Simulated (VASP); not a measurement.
These are PBEsol GGA, VASP's PBE PAW potentials (set 64) (plane waves; VASP) values and carry that method's errors.

Input for VASP

### KPOINTS
```
K-points
0
Gamma
  10 10 7
```

**INCAR**
```
SYSTEM = PtSe2
PREC = Accurate
ENCUT = 500
EDIFF = 1E-6
NELM = 100
ALGO = Normal
LREAL = .FALSE.
LASPH = .TRUE.
ISMEAR = 1
SIGMA = 0.1
GGA = PS
LMAXMIX = 6
LWAVE = .FALSE.
LCHARG = .FALSE.
IBRION = 2
ISIF = 3
NSW = 40
EDIFFG = -0.02
PSTRESS = 300
```

File POSCAR:
```
PtSe2
1
    1.8113341830    -3.1373246148     0.0000000000
    1.8113341830     3.1373246148    -0.0000000000
    0.0000000000     0.0000000000     4.1876908545
Pt Se
1 2
Direct
  0.0000000000   0.0000000000   0.0000000000
  0.3333330000   0.6666670000   0.2935731955
  0.6666670000   0.3333330000   0.7064268045
```

POTCAR, in this order: Pt Se (PBE.64 set). Program: vasp_std.

Output of the run:

OSZICAR:
```
       N       E                     dE             d eps       ncg     rms          rms(c)
DAV:   1     0.114295782892E+03    0.11430E+03   -0.10485E+04  2472   0.129E+03
DAV:   2    -0.114888542189E+02   -0.12578E+03   -0.12315E+03  3086   0.249E+02
DAV:   3    -0.157579580854E+02   -0.42691E+01   -0.42182E+01  2904   0.479E+01
DAV:   4    -0.157858501512E+02   -0.27892E-01   -0.27873E-01  3002   0.419E+00
DAV:   5    -0.157860742318E+02   -0.22408E-03   -0.22408E-03  2918   0.358E-01    0.172E+01
DAV:   6    -0.152246470868E+02    0.56143E+00   -0.41550E+00  2498   0.194E+01    0.949E+00
DAV:   7    -0.151095627790E+02    0.11508E+00   -0.67672E-01  2456   0.874E+00    0.496E+00
DAV:   8    -0.150817270763E+02    0.27836E-01   -0.43782E-02  2904   0.190E+00    0.655E-01
DAV:   9    -0.150796668855E+02    0.20602E-02   -0.77087E-03  2645   0.864E-01    0.131E-01
DAV:  10    -0.150796944121E+02   -0.27527E-04   -0.79646E-04  3023   0.227E-01    0.512E-02
DAV:  11    -0.150796950418E+02   -0.62968E-06   -0.55203E-05  2743   0.599E-02    0.306E-02
DAV:  12    -0.150796944863E+02    0.55544E-06   -0.49123E-06  2734   0.211E-02
   1 F= -.61677326E+01 E0= -.61676269E+01  d E =-.616773E+01
```

### OUTCAR
```
------------------------ aborting loop because EDIFF is reached ----------------------------------------
  FORCE on cell =-STRESS in cart. coord.  units (eV):
  Direction    XX          YY          ZZ          XY          YZ          ZX
  --------------------------------------------------------------------------------------
  Total        8.9341060      8.9341162      8.8795675     -0.0000000     -0.0000000      0.0000000
  in kB      300.7454287    300.7457701    298.9095197     -0.0000000     -0.0000000      0.0000000
  external PRESSURE =       0.1335728 kB  Pullay stress =     300.0000000 kB
  volume of cell :       47.60
      direct lattice vectors                 reciprocal lattice vectors
     1.811334183 -3.137324615  0.000000000     0.276039620 -0.159371459  0.000000000
     1.811334183  3.137324615  0.000000000     0.276039620  0.159371459  0.000000000
     0.000000000  0.000000000  4.187690854     0.000000000  0.000000000  0.238795087
 POSITION                                       TOTAL-FORCE (eV/Angst)
 -----------------------------------------------------------------------------------
      0.00000      0.00000      0.00000         0.000000     -0.000000      0.000000
      1.81133      1.04578      1.22939        -0.000000      0.000000     -0.013912
      1.81133     -1.04578      2.95830         0.000000     -0.000000      0.013912
 -----------------------------------------------------------------------------------
    total drift:                               -0.000000      0.000000      0.000000
  FREE ENERGIE OF THE ION-ELECTRON SYSTEM (eV)
  ---------------------------------------------------
  free  energy   TOTEN  =       -15.0796944863 eV

  energy  without entropy=      -15.0793775967  energy(sigma->0) =      -15.07958886
  enthalpy is  TOTEN    =        -6.1677325797 eV   P V=        8.9119619066

 reached required accuracy - stopping structural energy minimisation
```
(Selected blocks of OUTCAR.)

Without a dispersion term in the relaxation, distances and binding between the weakly bound layers, chains or molecules are unreliable, and so is what depends on them.

The compound is PtSe2 in the 1T layered structure. It was relaxed first under an external pressure of 30 GPa.
